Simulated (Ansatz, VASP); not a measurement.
# AlGaN2 in two plane-wave programs, part 2 of 3

One calculation is typed for both programs; each brings its own data sets. How far apart do they land? The cell is taken from a series of runs on this material, whose earlier steps may have relaxed, scaled, displaced or heated it; both programs get it as it stands.

VASP 6.6.1 and Ansatz 0.2.0.

So far: Set-up; Ansatz: zone-centre phonons, LDA.

## Step 3: VASP: zone-centre phonons, LDA

Level of this step: LDA; plane waves and PAW (Al, Ga_d, N) (VASP).

The same cell, functional (in two slightly different forms), mesh and smearing now go to VASP, with its own data sets.

Lines of VASP's logs that name or quote its potential files are left out, and so is its time.

Contents of INCAR:

```
SYSTEM = AlGaN2
PREC = Accurate
ENCUT = 600
EDIFF = 1E-08
NELM = 120
ISMEAR = -1
SIGMA = 0.1
LREAL = .FALSE.
ALGO = Normal
GGA = CA
NBANDS = 19
LORBIT = 11
LWAVE = .FALSE.
LCHARG = .FALSE.
ISIF = 2
IBRION = 8
LASPH = .TRUE.
GGA_COMPAT = .FALSE.
EFERMI = MIDGAP
KPAR = 2
```

Contents of POSCAR:

```
AlGaN2
1.0
    3.1152864393      0.0000000000      0.0000000000
    0.0000000000      3.1152864393      0.0000000000
    0.0000000000      0.0000000000      4.3843304004
Al Ga N
1 1 2
Direct
    0.5000000000      0.5000000000      0.5000000000
    0.0000000000      0.0000000000      0.0000000000
    0.5000000000      0.0000000000      0.7400513332
    0.0000000000      0.5000000000      0.2599486668
```

Contents of KPOINTS:

```
Automatic mesh
0
Gamma
12 12 8
0 0 0
```

PAW data sets: Al, Ga_d and N (LDA family, release 64).

Command:

```
> mpirun -np 2 vasp_std
```

What it wrote:

```text
[banner, memory and clock lines left out]
running    2 mpi-ranks, on    1 nodes
 distrk:  each k-point on    1 cores,    2 groups
 distr:  one band on    1 cores,    1 groups

 POSCAR found type information on POSCAR AlGaN
 POSCAR found :  3 types and       4 ions
 LDA part: xc-table for (Slater(with rela. corr.)+CA(PZ))
 , standard interpolation
 POSCAR, INCAR and KPOINTS ok, starting setup
 FFT: planning ... GRIDC
 FFT: planning ... GRID_SOFT
 FFT: planning ... GRID
 WAVECAR not read
 entering main loop
       N       E                     dE             d eps       ncg     rms          rms(c)
DAV:   1     0.184641078028E+03    0.18464E+03   -0.14343E+04  5752   0.223E+03
DAV:   2    -0.139718652250E+02   -0.19861E+03   -0.18840E+03  5902   0.444E+02
DAV:   3    -0.345547620774E+02   -0.20583E+02   -0.20372E+02  6157   0.118E+02
DAV:   4    -0.350856451801E+02   -0.53088E+00   -0.52985E+00  7105   0.193E+01
DAV:   5    -0.350925233205E+02   -0.68781E-02   -0.68753E-02  6478   0.213E+00    0.117E+01
DAV:   6    -0.303859643053E+02    0.47066E+01   -0.17392E+01  8361   0.591E+01    0.394E+00
DAV:   7    -0.303791591045E+02    0.68052E-02   -0.11041E+00  5980   0.872E+00    0.264E+00
DAV:   8    -0.303293269989E+02    0.49832E-01   -0.21860E-01  7224   0.519E+00    0.922E-01
DAV:   9    -0.303162335980E+02    0.13093E-01   -0.47917E-02  7781   0.351E+00    0.340E-01
DAV:  10    -0.303164037329E+02   -0.17013E-03   -0.64318E-03  6318   0.624E-01    0.962E-02
DAV:  11    -0.303163970168E+02    0.67162E-05   -0.26561E-04  7364   0.175E-01    0.322E-02
DAV:  12    -0.303163876027E+02    0.94141E-05   -0.42828E-05  7837   0.107E-01    0.129E-02
DAV:  13    -0.303163878353E+02   -0.23266E-06   -0.50096E-06  6776   0.214E-02    0.359E-03
DAV:  14    -0.303163878487E+02   -0.13396E-07   -0.42253E-07  6700   0.534E-03    0.143E-03
DAV:  15    -0.303163878461E+02    0.26407E-08   -0.16331E-08  5076   0.138E-03
   1 F= -.30316388E+02 E0= -.30316388E+02  d E =-.102803E-07
 Linear response reoptimize wavefunctions to high precision
DAV:   1    -0.303163878457E+02    0.41200E-09   -0.57004E-09  5761   0.101E-03
DAV:   2    -0.303163878457E+02   -0.52296E-10   -0.75205E-10  3743   0.204E-04
 Linear response DOF=           7
 Linear response progress:
  Degree of freedom:   1/  7
       N       E                     dE             d eps       ncg     rms          rms(c)
RMM:   1    -0.729714282456E-02   -0.72971E-02    0.12898E-02 32616   0.806E-01
RMM:   2    -0.678697282372E-02    0.51017E-03   -0.70493E-04 24937   0.214E-01    0.904E-02
RMM:   3    -0.667402316391E-02    0.11295E-03   -0.16274E-04 27751   0.854E-02    0.497E-02
RMM:   4    -0.668075476056E-02   -0.67316E-05   -0.87553E-05 26908   0.507E-02    0.909E-03
RMM:   5    -0.667497314149E-02    0.57816E-05   -0.31649E-06 28262   0.132E-02    0.237E-03
RMM:   6    -0.667340538269E-02    0.15678E-05   -0.71772E-08 28021   0.297E-03    0.778E-04
RMM:   7    -0.667176354075E-02    0.16418E-05    0.28123E-09 27473   0.102E-03    0.119E-04
RMM:   8    -0.667195721903E-02   -0.19368E-06   -0.29589E-08 28348   0.350E-04    0.669E-05
RMM:   9    -0.667193663902E-02    0.20580E-07   -0.66377E-09 28949   0.117E-04    0.199E-05
RMM:  10    -0.667192850532E-02    0.81337E-08   -0.35820E-09 28710   0.489E-05    0.129E-05
 first order change of Fermi-energy   0.16730E-05
 force on displaced ion       1 direction 1 : -17.416   0.000   0.000
 Linear response progress:
  Degree of freedom:   2/  7
       N       E                     dE             d eps       ncg     rms          rms(c)
RMM:   1    -0.169185747555E-01   -0.16919E-01    0.83678E-03 22588   0.144E+00
RMM:   2    -0.963208358157E-02    0.72865E-02   -0.40740E-03 17539   0.523E-01    0.132E-01
RMM:   3    -0.923807783169E-02    0.39401E-03   -0.81789E-04 18683   0.212E-01    0.494E-02
RMM:   4    -0.915344229944E-02    0.84636E-04   -0.56476E-05 19519   0.571E-02    0.290E-02
RMM:   5    -0.910365326675E-02    0.49789E-04   -0.39632E-05 19457   0.415E-02    0.537E-03
RMM:   6    -0.910103803059E-02    0.26152E-05   -0.18323E-06 19545   0.102E-02    0.210E-03
RMM:   7    -0.910006747603E-02    0.97055E-06   -0.21296E-07 19794   0.319E-03    0.436E-04
RMM:   8    -0.910024172869E-02   -0.17425E-06   -0.20828E-08 19268   0.954E-04    0.923E-05
RMM:   9    -0.910026934616E-02   -0.27617E-07   -0.13829E-08 19962   0.328E-04    0.438E-05
RMM:  10    -0.910026338465E-02    0.59615E-08   -0.30538E-09 20209   0.109E-04    0.144E-05
 first order change of Fermi-energy   0.80195E-05
 force on displaced ion       1 direction 3 :   0.000   0.000 -23.613
 Linear response progress:
  Degree of freedom:   3/  7
       N       E                     dE             d eps       ncg     rms          rms(c)
RMM:   1    -0.167414464513E+00   -0.16741E+00    0.28090E-01 16586   0.985E+00
RMM:   2    -0.163694064243E+00    0.37204E-02   -0.45710E-02 25524   0.175E+00    0.566E-02
RMM:   3    -0.163564302426E+00    0.12976E-03   -0.27615E-03 27437   0.380E-01    0.342E-02
RMM:   4    -0.163258890036E+00    0.30541E-03   -0.32516E-04 28606   0.115E-01    0.402E-03
RMM:   5    -0.163234135234E+00    0.24755E-04    0.32246E-06 29498   0.357E-02    0.195E-03
RMM:   6    -0.163228524854E+00    0.56104E-05    0.25634E-06 29358   0.133E-02    0.385E-04
RMM:   7    -0.163228604389E+00   -0.79535E-07    0.52398E-06 29766   0.536E-03    0.277E-04
RMM:   8    -0.163228622696E+00   -0.18307E-07    0.24609E-06 29605   0.235E-03    0.196E-05
RMM:   9    -0.163228857896E+00   -0.23520E-06    0.59338E-07 30050   0.108E-03    0.138E-05
RMM:  10    -0.163228843537E+00    0.14359E-07    0.32019E-07 30372   0.543E-04    0.483E-06
RMM:  11    -0.163228830599E+00    0.12938E-07    0.17687E-07 30270   0.299E-04    0.177E-06
RMM:  12    -0.163228828437E+00    0.21624E-08    0.86939E-08 30587   0.187E-04    0.141E-06
 first order change of Fermi-energy  -0.30016E-08
 force on displaced ion       2 direction 1 : -14.205   0.000   0.000
 Linear response progress:
  Degree of freedom:   4/  7
       N       E                     dE             d eps       ncg     rms          rms(c)
RMM:   1    -0.178131341598E+00   -0.17813E+00    0.26889E-01 12022   0.961E+00
RMM:   2    -0.171029933093E+00    0.71014E-02   -0.45097E-02 17572   0.174E+00    0.102E-01
RMM:   3    -0.170747703931E+00    0.28223E-03   -0.51795E-03 18593   0.478E-01    0.449E-02
RMM:   4    -0.170396532569E+00    0.35117E-03   -0.49523E-04 19129   0.140E-01    0.198E-02
RMM:   5    -0.170264426500E+00    0.13211E-03   -0.69631E-05 19649   0.557E-02    0.561E-03
RMM:   6    -0.170263660798E+00    0.76570E-06   -0.69071E-06 20414   0.161E-02    0.229E-03
RMM:   7    -0.170271982958E+00   -0.83222E-05   -0.25176E-06 19774   0.586E-03    0.230E-04
RMM:   8    -0.170269956055E+00    0.20269E-05   -0.11015E-06 20451   0.233E-03    0.958E-05
RMM:   9    -0.170269851028E+00    0.10503E-06   -0.19260E-07 20552   0.977E-04    0.253E-05
RMM:  10    -0.170269689690E+00    0.16134E-06   -0.14568E-07 20777   0.432E-04    0.111E-05
RMM:  11    -0.170269628505E+00    0.61184E-07   -0.52229E-08 20927   0.213E-04    0.378E-06
RMM:  12    -0.170269645909E+00   -0.17403E-07   -0.61608E-08 21187   0.122E-04    0.126E-06
RMM:  13    -0.170269645759E+00    0.14981E-09   -0.22252E-08 21044   0.858E-05    0.866E-07
 first order change of Fermi-energy   0.55044E-05
 force on displaced ion       2 direction 3 :   0.000   0.000 -22.969
 Linear response progress:
  Degree of freedom:   5/  7
       N       E                     dE             d eps       ncg     rms          rms(c)
RMM:   1    -0.236044219130E+00   -0.23604E+00    0.12735E-01 32699   0.370E+00
RMM:   2    -0.229208572773E+00    0.68356E-02   -0.51093E-03 23999   0.929E-01    0.154E-01
RMM:   3    -0.230630910971E+00   -0.14223E-02   -0.23863E-03 26929   0.348E-01    0.740E-02
RMM:   4    -0.231970074894E+00   -0.13392E-02   -0.77811E-04 26837   0.165E-01    0.165E-02
RMM:   5    -0.231955904160E+00    0.14171E-04   -0.25893E-05 28116   0.355E-02    0.108E-02
RMM:   6    -0.231902467793E+00    0.53436E-04   -0.35607E-06 27318   0.139E-02    0.155E-03
RMM:   7    -0.231927392667E+00   -0.24925E-04   -0.21566E-07 27706   0.395E-03    0.639E-04
RMM:   8    -0.231927967681E+00   -0.57501E-06    0.12897E-08 28191   0.105E-03    0.120E-04
RMM:   9    -0.231928036755E+00   -0.69074E-07    0.19145E-08 28005   0.318E-04    0.499E-05
RMM:  10    -0.231927612812E+00    0.42394E-06    0.30758E-08 28735   0.155E-04    0.105E-05
RMM:  11    -0.231927615680E+00   -0.28681E-08    0.14726E-08 29405   0.103E-04    0.355E-06
 first order change of Fermi-energy  -0.30287E-04
 force on displaced ion       3 direction 1 : -15.959   0.000   0.000
 Linear response progress:
  Degree of freedom:   6/  7
       N       E                     dE             d eps       ncg     rms          rms(c)
RMM:   1    -0.237139879499E+00   -0.23714E+00    0.19505E-01 31365   0.289E+00
RMM:   2    -0.235151468055E+00    0.19884E-02   -0.37317E-03 23822   0.672E-01    0.178E-01
RMM:   3    -0.236115554169E+00   -0.96409E-03   -0.15917E-03 26956   0.287E-01    0.882E-02
RMM:   4    -0.237714549910E+00   -0.15990E-02   -0.89574E-04 26423   0.158E-01    0.194E-02
RMM:   5    -0.237720760953E+00   -0.62110E-05   -0.35207E-05 28094   0.401E-02    0.254E-03
RMM:   6    -0.237719727071E+00    0.10339E-05   -0.12930E-06 27562   0.825E-03    0.136E-03
RMM:   7    -0.237710857423E+00    0.88696E-05   -0.34574E-08 28073   0.243E-03    0.252E-04
RMM:   8    -0.237716934446E+00   -0.60770E-05   -0.51029E-08 27547   0.856E-04    0.620E-05
RMM:   9    -0.237716287666E+00    0.64678E-06   -0.15418E-08 28633   0.283E-04    0.921E-06
RMM:  10    -0.237716302100E+00   -0.14434E-07   -0.15087E-08 28679   0.132E-04    0.470E-06
RMM:  11    -0.237716265223E+00    0.36878E-07   -0.11179E-08 29396   0.971E-05    0.114E-06
RMM:  12    -0.237716258811E+00    0.64113E-08   -0.93210E-09 29150   0.852E-05    0.586E-07
 first order change of Fermi-energy   0.18144E-03
 force on displaced ion       3 direction 2 :   0.000 -17.730  -0.002
 Linear response progress:
  Degree of freedom:   7/  7
       N       E                     dE             d eps       ncg     rms          rms(c)
RMM:   1    -0.244509891676E+00   -0.24451E+00    0.17577E-01 21629   0.342E+00
RMM:   2    -0.241306478495E+00    0.32034E-02   -0.79121E-03 16984   0.803E-01    0.169E-01
RMM:   3    -0.242113408080E+00   -0.80693E-03   -0.24226E-03 18262   0.341E-01    0.786E-02
RMM:   4    -0.243270077669E+00   -0.11567E-02   -0.82822E-04 18776   0.163E-01    0.200E-02
RMM:   5    -0.243367107201E+00   -0.97030E-04   -0.30150E-05 19437   0.411E-02    0.676E-03
RMM:   6    -0.243393278337E+00   -0.26171E-04   -0.21526E-06 19901   0.113E-02    0.187E-03
RMM:   7    -0.243395770676E+00   -0.24923E-05   -0.72732E-08 18657   0.415E-03    0.847E-04
RMM:   8    -0.243393680844E+00    0.20898E-05   -0.22233E-08 19703   0.127E-03    0.399E-04
RMM:   9    -0.243393275541E+00    0.40530E-06   -0.11155E-08 19865   0.453E-04    0.896E-05
RMM:  10    -0.243393303046E+00   -0.27506E-07   -0.25531E-08 20034   0.205E-04    0.218E-05
RMM:  11    -0.243393397078E+00   -0.94032E-07   -0.11822E-08 19783   0.130E-04    0.984E-06
RMM:  12    -0.243393379373E+00    0.17705E-07   -0.31011E-08 20609   0.105E-04    0.535E-06
RMM:  13    -0.243393395784E+00   -0.16411E-07   -0.34335E-08 20693   0.950E-05    0.782E-07
RMM:  14    -0.243393392757E+00    0.30278E-08    0.14138E-08 20030   0.926E-05    0.763E-07
 first order change of Fermi-energy   0.62835E+00
 force on displaced ion       3 direction 3 :   0.000   0.000 -19.959
 Linear response finished
```

(Continued in part 3 of 3.)

[Lines on the potential files, build, host, timing and source positions are cut from VASP's logs without a mark.]

[Logs are printed without paths, hosts, clocks, repeated set-up lines and the standing remarks that a program may print on its own settings, such as how far it seeks lower states.]

[Hosts, paths, dates, database ids (printed as entryN), source tags and the programs' standing remarks are cut or masked in the printed files.]
